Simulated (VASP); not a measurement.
Input:

```
CELL_PARAMETERS angstrom
      1.54389    -2.67409     0.00000
      1.54389     2.67409     0.00000
      0.00000     0.00000     3.51568
ATOMIC_POSITIONS crystal
  Mg 0.00000 0.00000 0.00000
  B  0.33333 0.66667 0.50000
  B  0.66667 0.33333 0.50000
```

Method: vdW-DF2, VASP's PBE PAW potentials (set 64) (plane waves; VASP 6.6.1). Settings: 520 eV cut-off, Gaussian smearing of 0.050 eV, potentials Mg B.

Question: Predict the band gap (along the path) with the smallest direct gap where there is one.

Answer: 
```yaml
band gap (along the path): none (metal, semimetal or under 0.01 eV)
```

Only differences to runs with the same potentials and settings are physical.

The compound is MgB2 in the AlB2 type structure. It was relaxed first.
